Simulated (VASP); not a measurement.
Given:

```
WS2
1.0
    1.61354    -2.79473     0.00000
    1.61354     2.79473     0.00000
    0.00000     0.00000    14.81216
W S
2 4
Direct
  0.33333   0.66667   0.25000
  0.66667   0.33333   0.75000
  0.33333   0.66667   0.85710
  0.66667   0.33333   0.35710
  0.66667   0.33333   0.14290
  0.33333   0.66667   0.64290
```

These are PW91 GGA, VASP's PBE PAW potentials (set 64) (plane waves; VASP) values and carry that method's errors. Numerical set-up: 520 eV cut-off, 8×8×2 Γ-centred mesh, Gaussian smearing of 0.050 eV, potentials W_sv S.

Without a dispersion term in the relaxation, distances and binding between the weakly bound layers, chains or molecules are unreliable, and so is what depends on them.

Problem. The ions and cell shape at fixed volume are relaxed. Predict the relaxed structure.

Solution. 
```
WS2
1.0
    1.59772    -2.76733     0.00000
    1.59772     2.76733     0.00000
    0.00000     0.00000    15.10690
W S
2 4
Cartesian
  1.59772   0.92244   3.77673
  1.59772  -0.92244  11.33018
  1.59772   0.92244  12.90174
  1.59772  -0.92244   5.34829
  1.59772  -0.92244   2.20516
  1.59772   0.92244   9.75861
```
Space group P6_3/mmc (194), at a tolerance of 0.03 Å.

Problem. How much energy does the relaxation gain?

Solution. The energy (σ→0) changes by -7.4 meV/atom, in 8 ionic steps.

The compound is WS2 in the 2H layered structure. This cell is one point of a volume scan, at 1.03 of the reference volume. Symmetry was kept, so distortions that lower it aren't found.
